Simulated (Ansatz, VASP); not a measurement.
**Sn2C in two plane-wave programs**

Wanted: the spread between two codes on one cell, functional and k mesh. The cell is generated by rule, not measured, and may not be a known phase. The cell is taken from a series of runs on this material, whose earlier steps may have relaxed, scaled, displaced or heated it; both programs get it as it stands.

Program: Ansatz 0.2.0. Level of theory: plane waves, with VASP 6.6.1 beside it; PBEsol. Results are calculated unless marked as measured.

The structure was built from a prototype and need not be the compound's stable phase.

### Step 1. The starting structure

Symmetry: Pccm, No. 49, orthorhombic system. Conventional cell: a = 5.021 Å, b = 7.101 Å, c = 7.101 Å, α = 90.00°, β = 90.00°, γ = 90.00°. Nearest to C lie 4 Sn at 2.11 to 2.24 Å. Sn has 2 C at 2.11 Å nearest. Nearest to Sn lie 2 C at 2.24 Å. Nearest to Sn lie 2 C at 2.18 Å. Farther neighbours are not listed.

### Step 2. Ansatz: single point, PBEsol, pair 1

Ansatz runs on its default PAW (the set named soft_2) files.

A single point takes one fixed geometry, so differences don't come from the geometry; what else differs is listed under the comparison.

File input.yaml:

```yaml
crystal:
  lattice:
    - [-5.0213021337, 0.0, 0.0]
    - [0.0, -5.0213021337, -5.0213021337]
    - [0.0, -5.0213021337, 5.0213021337]
  atoms:
    - { symbol: C, position: [0.0, 0.4887342882, 0.5] }
    - { symbol: C, position: [0.0, 0.0112657118, 0.0] }
    - { symbol: C, position: [0.5, 0.0112657118, 0.5] }
    - { symbol: C, position: [0.5, 0.4887342882, 0.0] }
    - { symbol: Sn, position: [0.75, 0.25, 0.5] }
    - { symbol: Sn, position: [0.75, 0.75, 0.0] }
    - { symbol: Sn, position: [0.25, -0.0049085197, 0.25] }
    - { symbol: Sn, position: [0.25, 0.5049085197, 0.75] }
    - { symbol: Sn, position: [0.25, -0.0049085197, 0.75] }
    - { symbol: Sn, position: [0.25, 0.5049085197, 0.25] }
    - { symbol: Sn, position: [0.75, 0.75, 0.5] }
    - { symbol: Sn, position: [0.75, 0.25, 0.0] }
kpoints:
  mp_grid: { grid: [8, 6, 6] }
hamiltonian:
  xc: pbesol
scf:
  occupations: { method: methfessel_paxton, width: 0.2 }
output:
  forces: true
  stress: true
  eigenvalues: true
```

On the command line:

```sh
$ ansatz run input.yaml --threads 8 --pin off --max-ram 14336MiB --backend cpu --events-out ev --progress --plain --runs-dir out
```

Numbers of over 12 decimals in the logs are rounded to 6 here.

The log of the run:

```text
Engine: ansatz 0.2.0, aarch64-unknown-linux-gnu
Pseudopotentials: kind: paw
Pseudopotential: C, paw, valence charge 4, recommended cutoff 420 eV (normal), C.paw.azcp
Pseudopotential: Sn, paw, valence charge 14, recommended cutoff 420 eV (normal), Sn.paw.azcp
Functional definition: PBEsol
  exchange = pbesol_x
  correlation = pbesol_c
Crystal: 12 atoms, lattice volume = 253.209 Å³
Basis set: ecut = 420 eV, 4981 PW (Γ), exchange–correlation on 72×96×96 points (8 copies of the dense FFT grid, shifted against one another)
Bands: 77, of which v1, the nominal top of the filled ones, is band 64 counted from 1 (63 counted from 0)
Symmetry: 8 space group operations
Space group: Pccm (ITA 49), of the structure as read, at distance tolerance 6.3e-5 Å
k-points: 80 of 288
Non-local potential: C, projectors of the file, l = 0: 2, l = 1: 2, l = 2: 1
Non-local potential: Sn, projectors of the file, l = 0: 2, l = 1: 2, l = 2: 2, l = 3: 2
PAW form: soft (Blöchl's): semilocal exchange-correlation on the pseudo side does not see the compensation charge
PAW frozen core: C, regenerated for the run's functional, and the local potential with it (the file was generated under x = pbe(κ = 0.804, μ = 0.219515), c = pbe(β = 0.066725))
PAW frozen core: Sn, regenerated for the run's functional, and the local potential with it (the file was generated under x = pbe(κ = 0.804, μ = 0.219515), c = pbe(β = 0.066725))
PAW one-centre angular grid: C, 110 points (default); XC on 64 Gauss nodes
PAW one-centre angular grid: Sn, 590 points (default); XC on 64 Gauss nodes
Initial density: superposition of atomic densities (neutral atoms: chi_scale 0, normalization atom), corrected by the library's trained network
Initial wavefunctions: pseudopotential atomic-orbital guess
Functional: x = pbesol(κ = 0.804, μ = 0.123457), c = pbesol(β = 0.046)
SCF iter   1: F=—  HF=-48570.857946 eV  |F-HF|=—  |Δ(HF+E_count)|=         —  Δρ=1.37e-2  dr2=7.59e-1  ethr=1.77e-3  ⟨swp⟩=7.5  Hψ=25359  notcnv=0
preconditioner: auto → Kerker (q_TF=auto, 2.435 Å⁻¹)  [metal: Δε(μ)=0.003 eV  Ē_g=17.623 eV  σ=0.200 eV  W_gap=0.01  n_scr=62 (ndim 8)  ℏωp=26.4 eV  f_vac=0.000  D(μ)=5.79/eV (n_scr^D=38)]
SCF iter   2: F=—  HF=-48570.721569 eV  |F-HF|=—  |Δ(HF+E_count)|=   1.36e-1  S|Δr|=    0.00e0  Δρ=6.07e-3  dr2=1.68e-1  ethr=5.93e-4  ⟨swp⟩=1.8  Hψ=7290  notcnv=0
SCF iter   3: F=—  HF=-48570.687146 eV  |F-HF|=—  |Δ(HF+E_count)|=   3.44e-2  S|Δr|=    0.00e0  Δρ=1.08e-3  dr2=3.03e-3  ethr=1.31e-4  ⟨swp⟩=2.0  Hψ=7668  notcnv=0
SCF iter   4: F=—  HF=-48570.686913 eV  |F-HF|=—  |Δ(HF+E_count)|=   2.32e-4  S|Δr|=    0.00e0  Δρ=2.26e-4  dr2=2.16e-4  ethr=2.37e-6  ⟨swp⟩=2.0  Hψ=7814  notcnv=0
SCF iter   5: F=—  HF=-48570.686880 eV  |F-HF|=—  |Δ(HF+E_count)|=   3.34e-5  S|Δr|=    0.00e0  Δρ=9.19e-5  dr2=2.42e-5  ethr=1.69e-7  ⟨swp⟩=2.0  Hψ=8782  notcnv=0
SCF iter   6: F=—  HF=-48570.686965 eV  |F-HF|=—  |Δ(HF+E_count)|=   8.46e-5  S|Δr|=    0.00e0  Δρ=1.59e-5  dr2=9.75e-7  ethr=1.89e-8  ⟨swp⟩=2.0  Hψ=8886  notcnv=0  defer=111
SCF iter   7: F=-48570.686964 eV  HF=-48570.686964 eV  |F-HF|=2.86e-8  |Δ(HF+E_count)|=   9.02e-8  S|Δr|=    0.00e0  Δρ=4.70e-6  dr2=8.37e-8  ethr=7.81e-11  ⟨swp⟩=12.2  Hψ=33025  notcnv=0
SCF 1 converged in 7 iterations: F = -48570.686964 eV  dr2 = 8.37e-8
  greatest PAW one-centre occupation: 0.992 electrons in one spin orbital (limit 2), on the Sn atom at site 10 (counted from 0), in its partial waves of l = 2
SCF converged after 7 iterations
Stability not checked: this state was not tested for a lower state beside it, because cold or Methfessel-Paxton smearing, or corrected tetrahedra, fill the levels in a way that the test cannot read (fill_not_monotonic; see scf.lower_state_search)
Free energy (F): -48570.686964 eV
Harris-Foulkes:  -48570.686964 eV  (|F-HF|=2.86e-8)
Internal energy: -48570.682862 eV  (E = F + TS)
E sigma→0 (E₀):  -48570.685939 eV
Entropy (-TS):   -0.004102 eV (-0.342 meV/atom)
Fermi energy:    10.077750 eV
Step filling:    the computed levels leave a gap of 0.0015 eV = 0.0 smearing widths at the electron count; against every level under it full and every level over it empty, smearing changes F+E_penalty+E_count by -2.761 meV and its σ→0 estimate by -1.736 meV
--- Per-component energies (eV) ---
  E_band       = -692.231484
  E_kinetic    = 1834.148896
  E_local      = -7474.680214  (includes V_loc(G=0)·N_el)
  E_nonlocal   = -128.732764
  E_hartree    = 4479.746216
  E_xc         = -3215.651671
  E_vxc        = -1001.781260  (∫ρ·V_xc dr)
  E_paw        = -32911.744835  (= ΣΔE_a)
  E_vpaw       = -2880.687768  (= ΣTr[D̂ρ^β])
  E_aug_tail   = 0.000016  (compensation charges beyond the density's cutoff)
  E_ewald      = -11156.131626
  E_core_change = 2.363120  (= ΣΔE_core)
  E_smearing   = -0.004102  (= −TS)
  E_closure    = 0.000000  (closes the sum)
  Σ components = -48570.686964   (vs F -48570.686964, Δ=0.00e0)
--- Forces (eV/Å), atoms counted from 1 ---
  atom   1  C     -0.10900201    -0.01870793    -0.01870793
  atom   2  C     -0.10900201     0.01870793     0.01870793
  atom   3  C      0.10900201     0.01870793     0.01870793
  atom   4  C      0.10900201    -0.01870793    -0.01870793
  atom   5  Sn     0.00000000    -0.00000000     0.00000000
  atom   6  Sn    -0.00000000     0.00000000    -0.00000000
  atom   7  Sn    -0.00000000     0.29503258     0.29503258
  atom   8  Sn    -0.00000000    -0.29503258    -0.29503258
  atom   9  Sn     0.00000000     0.29503258     0.29503258
  atom  10  Sn     0.00000000    -0.29503258    -0.29503258
  atom  11  Sn     0.00000000     0.00000000    -0.00000000
  atom  12  Sn     0.00000000    -0.00000000    -0.00000000
  max |Σ_I F_I| component: 8.67e-19 eV/Å
--- Stress (GPa, compression-positive) ---
        0.376949      -0.000000       0.000000
       -0.000000       0.065433       0.334731
       -0.000000       0.334731       0.065433
  P = ⅓ Tr σ = 0.1693 GPa (1.693 kbar)
--- Band table (eV; the first three rows and the last of 80) ---
  k-point 0: bands = [... 60 lower, 7.4214, 8.9560, 8.9876, 11.5913, 11.6798, 11.7955, 11.7976, 11.8401, ... 9 higher]
  k-point 1: bands = [... 60 lower, 7.8039, 8.9879, 9.2687, 11.0480, 11.1162, 11.2774, 11.3523, 11.4353, ... 9 higher]
  k-point 2: bands = [... 60 lower, 8.4036, 8.9971, 9.9886, 10.2076, 10.2534, 10.6393, 10.7602, 10.8266, ... 9 higher]
  k-point 79: bands = [... 60 lower, 8.9579, 8.9579, 8.9814, 8.9814, 11.6737, 11.6737, 11.7919, 11.7919, ... 9 higher]
```

Reading the cycles: dr2 is the Hartree energy of the density residual (eV), the measure of convergence; HF is the Harris–Foulkes estimate of the energy, which meets the free energy F at convergence.

The run ends at a pressure of 0.17 GPa, with forces up to 0.42 eV/Å.

### Step 3. VASP: single point, PBEsol, pair 1

The same cell, functional, mesh and smearing now go to VASP, with its own data sets.

Lines of VASP's logs that name or quote its potential files are left out, and so is its time.

File INCAR:

```
SYSTEM = Sn2C
PREC = Accurate
ENCUT = 600
EDIFF = 1E-06
NELM = 120
ISMEAR = 1
SIGMA = 0.2
LREAL = .FALSE.
ALGO = Normal
GGA = PS
NBANDS = 79
LORBIT = 11
LWAVE = .FALSE.
LCHARG = .FALSE.
ISIF = 2
LASPH = .TRUE.
GGA_COMPAT = .FALSE.
KPAR = 2
```

File POSCAR:

```
Sn2C
1.0
   -5.0213021337      0.0000000000      0.0000000000
    0.0000000000     -5.0213021337     -5.0213021337
    0.0000000000     -5.0213021337      5.0213021337
C Sn
4 8
Direct
    0.0000000000      0.4887342882      0.5000000000
    0.0000000000      0.0112657118      0.0000000000
    0.5000000000      0.0112657118      0.5000000000
    0.5000000000      0.4887342882      0.0000000000
    0.7500000000      0.2500000000      0.5000000000
    0.7500000000      0.7500000000      0.0000000000
    0.2500000000      0.9950914803      0.2500000000
    0.2500000000      0.5049085197      0.7500000000
    0.2500000000      0.9950914803      0.7500000000
    0.2500000000      0.5049085197      0.2500000000
    0.7500000000      0.7500000000      0.5000000000
    0.7500000000      0.2500000000      0.0000000000
```

File KPOINTS:

```
Automatic mesh
0
Gamma
8 6 6
0 0 0
```

The projector-augmented-wave data sets are C and Sn_d (PBE family, release 64).

On the command line:

```sh
$ mpirun -np 2 vasp_std
```

The log of the run:

```text
[banner, memory and clock lines left out]
running    2 mpi-ranks, on    1 nodes
 distrk:  each k-point on    1 cores,    2 groups
 distr:  one band on    1 cores,    1 groups

 POSCAR found type information on POSCAR C Sn
 POSCAR found :  2 types and      12 ions
|                                                                             |
|               ----> ADVICE to this user running VASP <----                  |
|                                                                             |
|     You enforced a specific xc type in the INCAR file but a different       |
|     [... a line on the potential file left out ...]
|     I HOPE YOU KNOW WHAT YOU ARE DOING!                                     |
|                                                                             |

 LDA part: xc-table for (Slater+PW92), standard interpolation
 POSCAR, INCAR and KPOINTS ok, starting setup
 FFT: planning ... GRIDC
 FFT: planning ... GRID_SOFT
 FFT: planning ... GRID
 WAVECAR not read
 entering main loop
       N       E                     dE             d eps       ncg     rms          rms(c)
DAV:   1     0.172767686378E+04    0.17277E+04   -0.63249E+04 13753   0.271E+03
DAV:   2     0.291847121897E+03   -0.14358E+04   -0.13920E+04 12640   0.797E+02
DAV:   3    -0.296161399574E+02   -0.32146E+03   -0.30696E+03 13506   0.267E+02
DAV:   4    -0.633768044683E+02   -0.33761E+02   -0.32401E+02 15128   0.840E+01
DAV:   5    -0.649942778688E+02   -0.16175E+01   -0.15961E+01 14564   0.176E+01    0.142E+01
DAV:   6    -0.582415197374E+02    0.67528E+01   -0.25532E+01 16788   0.224E+01    0.578E+00
DAV:   7    -0.584364945790E+02   -0.19497E+00   -0.51460E+00 13961   0.835E+00    0.356E+00
DAV:   8    -0.584053370797E+02    0.31157E-01   -0.11429E+00 17342   0.397E+00    0.125E+00
DAV:   9    -0.583596250341E+02    0.45712E-01   -0.15294E-01 15334   0.182E+00    0.276E-01
DAV:  10    -0.583626202673E+02   -0.29952E-02   -0.39188E-02 14232   0.880E-01    0.130E-01
DAV:  11    -0.583626880014E+02   -0.67734E-04   -0.15877E-03 16450   0.259E-01    0.642E-02
DAV:  12    -0.583626090207E+02    0.78981E-04   -0.27229E-04 17498   0.738E-02    0.241E-02
DAV:  13    -0.583626156798E+02   -0.66591E-05   -0.11954E-04 17022   0.386E-02    0.180E-02
DAV:  14    -0.583626103398E+02    0.53400E-05   -0.19501E-05 12754   0.197E-02    0.473E-03
DAV:  15    -0.583626101673E+02    0.17251E-06   -0.29931E-06 10410   0.646E-03
   1 F= -.58362610E+02 E0= -.58361260E+02  d E =-.404985E-02
```

OUTCAR, selected parts (step 3):

```text
ion  position               nearest neighbor table
   1  0.000  0.489  0.500-   5 2.11   8 2.18  10 2.18  11 2.24
   2  0.000  0.011  0.000-  12 2.11   9 2.18   7 2.18   6 2.24
   3  0.500  0.011  0.500-   5 2.11   7 2.18   9 2.18  11 2.24
   4  0.500  0.489  0.000-  12 2.11  10 2.18   8 2.18   6 2.24
   5  0.750  0.250  0.500-   1 2.11   3 2.11  11 3.55  12 3.55  12 3.55  11 3.55   7 3.57   8 3.57
                             9 3.57  10 3.57   7 3.57   8 3.57   9 3.57  10 3.57
   6  0.750  0.750  0.000-   2 2.24   4 2.24   7 3.53   8 3.53   9 3.53  10 3.53   7 3.53   8 3.53
                             9 3.53  10 3.53  11 3.55  12 3.55  11 3.55  12 3.55
   7  0.250  0.995  0.250-   2 2.18   3 2.18  10 3.48   6 3.53  11 3.53   6 3.53  11 3.53   9 3.55
                             9 3.55   5 3.57  12 3.57   5 3.57  12 3.57  10 3.62
   8  0.250  0.505  0.750-   1 2.18   4 2.18   9 3.48   6 3.53  11 3.53   6 3.53  11 3.53  10 3.55
                            10 3.55   5 3.57  12 3.57   5 3.57  12 3.57   9 3.62
   9  0.250  0.995  0.750-   2 2.18   3 2.18   8 3.48   6 3.53  11 3.53   6 3.53  11 3.53   7 3.55
                             7 3.55   5 3.57  12 3.57   5 3.57  12 3.57   8 3.62
  10  0.250  0.505  0.250-   1 2.18   4 2.18   7 3.48   6 3.53  11 3.53   6 3.53  11 3.53   8 3.55
                             8 3.55   5 3.57  12 3.57   5 3.57  12 3.57   7 3.62
  11  0.750  0.750  0.500-   1 2.24   3 2.24   7 3.53   8 3.53   9 3.53  10 3.53   7 3.53   8 3.53
                             9 3.53  10 3.53   5 3.55   6 3.55   6 3.55   5 3.55
  12  0.750  0.250  0.000-   2 2.11   4 2.11   5 3.55   6 3.55   5 3.55   6 3.55   9 3.57  10 3.57
                             7 3.57   8 3.57   7 3.57   8 3.57   9 3.57  10 3.57

  LATTYP: Found a simple tetragonal cell.
 ALAT       =     7.1011935783
 C/A-ratio  =     0.7071067812

 Subroutine GETGRP returns: Found  8 space group operations
 (whereof  2 operations were pure point group operations)

The static configuration has the point symmetry C_1h.
 The point group associated with its full space group is D_2h.

 Found     80 irreducible k-points:

   k-points           NKPTS =     80   k-points in BZ     NKDIM =     80   number of bands    NBANDS=     79

   dimension x,y,z NGX =    40 NGY =   60 NGZ =   60
   dimension x,y,z NGXF=    80 NGYF=  120 NGZF=  120

   ENCUT  =  600.0 eV  44.10 Ry    6.64 a.u.  10.03 14.18 14.18*2*pi/ulx,y,z

   NELECT =     128.0000    total number of electrons

 k-points in reciprocal lattice and weights: Automatic mesh
   0.00000000  0.00000000  0.00000000       0.003
   0.12500000  0.00000000  0.00000000       0.007
   0.25000000  0.00000000  0.00000000       0.007
   0.37500000  0.00000000  0.00000000       0.007
   0.50000000  0.00000000  0.00000000       0.003
   0.00000000  0.16666667  0.00000000       0.007
   0.00000000  0.00000000  0.16666667       0.007
   0.12500000  0.16666667  0.00000000       0.014
   0.12500000  0.00000000  0.16666667       0.014
[...]
0.37500000  0.50000000  0.50000000       0.007
   0.50000000  0.50000000  0.50000000       0.003

 average (electrostatic) potential at core
       1 -48.3131       2 -48.3131       3 -48.3131       4 -48.3131       5 -99.5319
       6 -99.3699       7 -99.4528       8 -99.4528       9 -99.4528      10 -99.4528
      11 -99.3699      12 -99.5319

 E-fermi :   7.3898

 k-point     1 :       0.0000    0.0000    0.0000
  band No.  band energies     occupation
    ...
     59       4.1323      2.00000
     60       4.7139      2.00000
     61       4.7342      2.00000
     62       6.2650      2.00000
     63       6.2960      2.00000
     64       8.9067     -0.00000
     65       8.9939     -0.00000
     66       9.1024     -0.00000
     67       9.1045     -0.00000
     68       9.1490     -0.00000
    ...

 k-point     2 :       0.1250    0.0000    0.0000
  band No.  band energies     occupation
    ...
     59       4.3599      2.00000
     60       4.5417      2.00000
     61       5.7748      2.00000
     62       6.4143      2.00000
     63       6.4343      2.00000
     64       8.5703     -0.00000
     65       8.5822     -0.00000
     66       8.5830     -0.00000
     67       8.8346     -0.00000
     68       8.9814     -0.00000
    ...

 k-point     3 :       0.2500    0.0000    0.0000
  band No.  band energies     occupation
    ...
     59       5.3166      2.00000
     60       5.5566      2.00000
     61       6.6702      2.00000
     62       6.6854      2.00001
     63       6.9579      2.00925
     64       7.6028     -0.06130
     65       8.1241     -0.00000
     66       8.1554     -0.00000
     67       8.6654     -0.00000
     68       8.8519     -0.00000
    ...

  Total        0.4694446     -0.0217738     -0.0217738     -0.0000000      0.5164830      0.0000000
  in kB        2.9704061     -0.1377733     -0.1377733     -0.0000000      3.2680412      0.0000000
  external PRESSURE =       0.8982865 kB  Pullay stress =       0.0000000 kB

  energy-cutoff  :      600.00
  volume of cell :      253.21
      direct lattice vectors                 reciprocal lattice vectors
    -5.021302134  0.000000000  0.000000000    -0.199151529  0.000000000  0.000000000
     0.000000000 -5.021302134 -5.021302134     0.000000000 -0.099575765 -0.099575765
     0.000000000 -5.021302134  5.021302134     0.000000000 -0.099575765  0.099575765

 POSITION                                       TOTAL-FORCE (eV/Angst)
 -----------------------------------------------------------------------------------
      0.00000     -4.96473      0.05657        -0.106111     -0.013523     -0.013523
      0.00000     -0.05657     -0.05657        -0.106111      0.013523      0.013523
     -2.51065     -2.56722      2.45408         0.106111      0.013523      0.013523
     -2.51065     -2.45408     -2.45408         0.106111     -0.013523     -0.013523
     -3.76598     -3.76598      1.25533        -0.000000     -0.000000      0.000000
     -3.76598     -3.76598     -3.76598        -0.000000     -0.000000      0.000000
     -1.25533     -6.25198     -3.74133        -0.000000      0.294049      0.294049
     -1.25533     -6.30127      1.23068        -0.000000     -0.294049     -0.294049
     -1.25533     -8.76263     -1.23068        -0.000000      0.294049      0.294049
     -1.25533     -3.79062     -1.27997        -0.000000     -0.294049     -0.294049
     -3.76598     -6.27663     -1.25533        -0.000000     -0.000000      0.000000
     -3.76598     -1.25533     -1.25533        -0.000000     -0.000000      0.000000
 -----------------------------------------------------------------------------------
    total drift:                               -0.000000     -0.000000     -0.000000

  FREE ENERGIE OF THE ION-ELECTRON SYSTEM (eV)
  ---------------------------------------------------
  free  energy   TOTEN  =       -58.3626101673 eV

  energy  without entropy=      -58.3585603124  energy(sigma->0) =      -58.36126022

 total charge
# of ion       s       p       d       tot
------------------------------------------
    1        0.936   1.352   0.000   2.288
    2        0.936   1.352   0.000   2.288
    3        0.936   1.352   0.000   2.288
    4        0.936   1.352   0.000   2.288
    5        1.153   1.141  10.048  12.343
    6        1.191   1.000  10.033  12.224
    7        1.171   1.063  10.039  12.273
    8        1.171   1.063  10.039  12.273
    9        1.171   1.063  10.039  12.273
   10        1.171   1.063  10.039  12.273
   11        1.191   1.000  10.033  12.224
   12        1.153   1.141  10.048  12.343
--------------------------------------------------
tot         13.114  13.945  80.318 107.377

[... 3 further parts left out ...]
```

The run ends at a pressure of 0.09 GPa, with forces up to 0.42 eV/Å.

### Step 4. Side by side

Known differences besides the potentials themselves: the cutoff is 420 eV in Ansatz and 600 eV in VASP; Ansatz makes its cores anew for this functional, VASP keeps those of its PBE data sets. Total energies have different zeros and are not compared.

The two programs side by side:

| quantity | Ansatz | VASP | difference |
| --- | --- | --- | --- |
| pressure (GPa) | 0.17 | 0.09 | +0.08 |

Forces on 7 of the 12 atoms, those with the largest forces and the largest differences (eV/Å; atoms numbered as in POSCAR):

| atom | Ansatz x, y, z | VASP x, y, z |
| --- | --- | --- |
| C1 | -0.109, -0.019, -0.019 | -0.106, -0.014, -0.014 |
| C2 | -0.109, 0.019, 0.019 | -0.106, 0.014, 0.014 |
| C3 | 0.109, 0.019, 0.019 | 0.106, 0.014, 0.014 |
| Sn7 | 0.000, 0.295, 0.295 | 0.000, 0.294, 0.294 |
| Sn8 | 0.000, -0.295, -0.295 | 0.000, -0.294, -0.294 |
| Sn9 | 0.000, 0.295, 0.295 | 0.000, 0.294, 0.294 |
| Sn10 | 0.000, -0.295, -0.295 | 0.000, -0.294, -0.294 |

The forces differ by 2.7 meV/Å r.m.s., which is 1.9 % of the r.m.s. force of 0.143 eV/Å (both taken over all components).

[end of part 1 of 2]

[Lines on the potential files, build, host, timing and source positions are cut from VASP's logs without a mark.]

[Logs are printed without paths, hosts, clocks, repeated set-up lines and the standing remarks that a program may print on its own settings, such as how far it seeks lower states.]

[Hosts, paths, dates, database ids (printed as entryN), source tags and the programs' standing remarks are cut or masked in the printed files.]
